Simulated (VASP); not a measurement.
Consider the following.

```yaml
crystal:
  lattice:
    - [1.37685, -2.38477, 0.00000]
    - [1.37685, 2.38477, 0.00000]
    - [0.00000, 0.00000, 4.46192]
  atoms:
    - { symbol: Re, position: [0.33333, 0.66667, 0.25000] }
    - { symbol: Re, position: [0.66667, 0.33333, 0.75000] }
```

Level of theory: r2SCAN+rVV10, VASP's PBE PAW potentials (set 64) (plane waves; VASP). Settings: 520 eV cut-off, 17×17×9 Γ-centred mesh, tetrahedra with Blöchl corrections, potentials Re.

Unless said otherwise, spin-orbit coupling is left out, though it shifts the bands of the heavy elements here.

**Question.** What does the run give for the energy per atom (σ→0), band gap (over mesh and band path) with the smallest direct gap where there is one?

**Answer.** 
| Item | Result |
|---|---|
| band gap (over mesh and band path) | none (metal, semimetal or under 0.01 eV) |
| energy per atom (σ→0) | -52.348 eV/atom |

The compound is Re in the hcp structure. It was relaxed first.
